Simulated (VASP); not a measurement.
## Al: single point with PBEsol

Crystal: Al.

```xyz
1
Lattice="0.0000 2.0080 2.0080 2.0080 0.0000 2.0080 2.0080 2.0080 0.0000" Properties=species:S:1:pos:R:3 pbc="T T T"
Al    0.0000    0.0000    0.0000
```

```yaml
Program: VASP 6.6.1
Task: single point
Functional: PBEsol
Potentials_or_basis: VASP PAW PBE potentials, release 64 (Al)
Cutoff: 520 eV
k_mesh: 18 × 18 × 18
Occupations: gaussian, width 0.5 eV
Spin: no spin polarisation
```

```
Pressure               : 0.2 GPa
Band gap on the k mesh : none (metal or under the smearing width)
```

Levels at points of the mesh, in eV from the Fermi level:
```csv
k point,band 1,band 2,band 3,band 4,band 5
"(0.00, 0.00, 0.00)",-11.25,12.71,12.71,12.71,14.34
"(0.50, 0.00, 0.00)",-4.66,-4.39,11.53,11.53,11.61
"(0.50, 0.50, 0.00)",-2.95,-1.60,5.27,5.69,5.69
```

Wall time 3.7 s on 1 thread of Intel(R) Xeon(R) 6975P-C (Granite Rapids), with other jobs on the host, peak memory 0.14 GiB.

Caveat: the PAW data sets were made with another functional, which shifts forces and pressure a little.
